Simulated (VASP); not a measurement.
Method: PBEsol GGA, VASP's PBE PAW potentials (set 64) (plane waves; VASP).

VASP input:

### KPOINTS
```
Regular mesh
0
Gamma
 6 6 3
```

POSCAR:
```
MgS
1.0
  4.0012102987   0.0000000000   0.0000000000
 -2.0006051493   3.4651498321   0.0000000000
  0.0000000000   0.0000000000   6.4891552177
Mg S
2 2
Direct
  0.3333330000   0.6666670000   0.9991007767
  0.6666670000   0.3333330000   0.4991007767
  0.3333330000   0.6666670000   0.3758992233
  0.6666670000   0.3333330000   0.8758992233
```

**INCAR**
```
! general
SYSTEM=MgS
PREC  =Accurate
ENCUT =400
LREAL =.False.   ! projection in real space or not
LASPH =.True.

! electronic loop
EDIFF =1E-6
NELM  =100
ALGO  =Normal

! smearing
ISMEAR=0
SIGMA =0.05   ! width (eV)

! functional
GGA   =PS   ! PBEsol

! ions
IBRION=2   ! conjugate gradients
NSW   =60   ! most ionic steps
ISIF  =3
EDIFFG=-0.02   ! ionic stop

! output
LWAVE =.False.
LCHARG=.False.
```

POTCAR, in this order: Mg S (PBE.64 set). Program: vasp_std.

The resulting files:

OSZICAR:
```
       N       E                     dE             d eps       ncg     rms          rms(c)
DAV:   1     0.580647008823E+02    0.58065E+02   -0.52476E+03   336   0.868E+02
DAV:   2    -0.135583826717E+02   -0.71623E+02   -0.66889E+02   524   0.151E+02
DAV:   3    -0.187499847783E+02   -0.51916E+01   -0.51751E+01   432   0.461E+01
DAV:   4    -0.188171459138E+02   -0.67161E-01   -0.67134E-01   404   0.664E+00
DAV:   5    -0.188185398207E+02   -0.13939E-02   -0.13938E-02   424   0.933E-01    0.530E+00
DAV:   6    -0.179417180809E+02    0.87682E+00   -0.18386E+00   368   0.701E+00    0.406E+00
DAV:   7    -0.178631343189E+02    0.78584E-01   -0.35518E-01   424   0.314E+00    0.275E+00
DAV:   8    -0.178684050617E+02   -0.52707E-02   -0.19384E-02   400   0.116E+00    0.904E-01
DAV:   9    -0.178677399821E+02    0.66508E-03   -0.13764E-03   420   0.287E-01    0.206E-01
DAV:  10    -0.178681291569E+02   -0.38917E-03   -0.43935E-04   388   0.147E-01    0.275E-02
DAV:  11    -0.178681501894E+02   -0.21032E-04   -0.18688E-05   420   0.307E-02    0.278E-02
DAV:  12    -0.178681505238E+02   -0.33441E-06   -0.31645E-06   404   0.102E-02
   1 F= -.17868151E+02 E0= -.17868151E+02  d E =-.178682E+02
       N       E                     dE             d eps       ncg     rms          rms(c)
DAV:   1    -0.178693803753E+02   -0.12302E-02   -0.25095E-02   352   0.103E+00    0.126E-01
DAV:   2    -0.178689911928E+02    0.38918E-03   -0.14971E-03   392   0.284E-01    0.642E-02
DAV:   3    -0.178689010521E+02    0.90141E-04   -0.20547E-04   392   0.866E-02    0.289E-02
DAV:   4    -0.178688922200E+02    0.88321E-05   -0.71214E-06   412   0.196E-02    0.222E-02
DAV:   5    -0.178688858676E+02    0.63524E-05   -0.74677E-06   404   0.181E-02    0.506E-03
DAV:   6    -0.178688856657E+02    0.20192E-06   -0.57646E-07   220   0.566E-03
   2 F= -.17868886E+02 E0= -.17868886E+02  d E =-.735142E-03
       N       E                     dE             d eps       ncg     rms          rms(c)
DAV:   1    -0.178709378604E+02   -0.20520E-02   -0.77476E-02   352   0.181E+00    0.221E-01
DAV:   2    -0.178697369198E+02    0.12009E-02   -0.46013E-03   384   0.498E-01    0.113E-01
DAV:   3    -0.178694633528E+02    0.27357E-03   -0.63344E-04   392   0.152E-01    0.502E-02
DAV:   4    -0.178694381996E+02    0.25153E-04   -0.21966E-05   412   0.344E-02    0.383E-02
DAV:   5    -0.178694216170E+02    0.16583E-04   -0.22783E-05   404   0.316E-02    0.890E-03
DAV:   6    -0.178694213729E+02    0.24410E-06   -0.19371E-06   284   0.987E-03
   3 F= -.17869421E+02 E0= -.17869421E+02  d E =-.127085E-02
       N       E                     dE             d eps       ncg     rms          rms(c)
DAV:   1    -0.178700884923E+02   -0.66688E-03   -0.14019E-02   348   0.763E-01    0.839E-02
DAV:   2    -0.178699639133E+02    0.12458E-03   -0.73453E-04   416   0.202E-01    0.392E-02
DAV:   3    -0.178699190753E+02    0.44838E-04   -0.68469E-05   392   0.541E-02    0.191E-02
DAV:   4    -0.178699120373E+02    0.70380E-05   -0.81612E-06   472   0.205E-02    0.119E-02
DAV:   5    -0.178699112083E+02    0.82901E-06   -0.36018E-06   368   0.128E-02
   4 F= -.17869911E+02 E0= -.17869911E+02  d E =-.489835E-03
       N       E                     dE             d eps       ncg     rms          rms(c)
DAV:   1    -0.178723624792E+02   -0.24504E-02   -0.12658E-01   344   0.229E+00    0.254E-01
DAV:   2    -0.178712472429E+02    0.11152E-02   -0.66095E-03   416   0.608E-01    0.116E-01
DAV:   3    -0.178708443935E+02    0.40285E-03   -0.60596E-04   384   0.161E-01    0.584E-02
DAV:   4    -0.178707757788E+02    0.68615E-04   -0.75150E-05   472   0.622E-02    0.362E-02
DAV:   5    -0.178707646811E+02    0.11098E-04   -0.32074E-05   396   0.382E-02    0.624E-03
DAV:   6    -0.178707649057E+02   -0.22463E-06   -0.28689E-06   300   0.117E-02
   5 F= -.17870765E+02 E0= -.17870765E+02  d E =-.134353E-02
```

### OUTCAR
```
------------------------ aborting loop because EDIFF is reached ----------------------------------------
  FORCE on cell =-STRESS in cart. coord.  units (eV):
  Direction    XX          YY          ZZ          XY          YZ          ZX
  --------------------------------------------------------------------------------------
  Total       -0.0110055     -0.0110055     -0.0500284     -0.0000000      0.0000000      0.0000000
  in kB       -0.1955689     -0.1955689     -0.8890067     -0.0000000      0.0000000      0.0000000
  external PRESSURE =      -0.4267148 kB  Pullay stress =       0.0000000 kB
  volume of cell :       90.16
      direct lattice vectors                 reciprocal lattice vectors
     4.022514038  0.000000000 -0.000000000     0.248600748  0.143529706 -0.000000000
    -2.011257019  3.483599412 -0.000000000    -0.000000000  0.287059412 -0.000000000
     0.000000000  0.000000000  6.434229422    -0.000000000  0.000000000  0.155418766
 POSITION                                       TOTAL-FORCE (eV/Angst)
 -----------------------------------------------------------------------------------
     -0.00000      2.32240      6.41460        -0.000000      0.000000     -0.007554
      2.01126      1.16120      3.19748         0.000000      0.000000     -0.007554
     -0.00000      2.32240      2.43247         0.000000     -0.000000      0.007554
      2.01126      1.16120      5.64958        -0.000000      0.000000      0.007554
 -----------------------------------------------------------------------------------
    total drift:                               -0.000982      0.000567      0.000466
  FREE ENERGIE OF THE ION-ELECTRON SYSTEM (eV)
  ---------------------------------------------------
  free  energy   TOTEN  =       -17.8707649057 eV

  energy  without entropy=      -17.8707649057  energy(sigma->0) =      -17.87076491

 reached required accuracy - stopping structural energy minimisation
```
(Selected blocks of OUTCAR.)

File CONTCAR:
```
MgS
   1.00000000000000
     4.0225140378138962    0.0000000000003064   -0.0000000000000000
    -2.0112570188564165    3.4835994124446383   -0.0000000000000000
     0.0000000000000000    0.0000000000000000    6.4342294221916090
  Mg              S
     2     2
Direct
     0.3333330000000032    0.6666669999999968    0.9969486711863045
     0.6666669999999968    0.3333330000000032    0.4969486711863044
     0.3333330000000032    0.6666669999999968    0.3780513288136956
     0.6666669999999968    0.3333330000000032    0.8780513288136955
```

The structure was generated: MgS was put into the wurtzite type (P6_3mc), which need not be its known phase. This run relaxes it. Symmetry was kept, so distortions that lower it aren't found. The start is the result of an earlier pass.
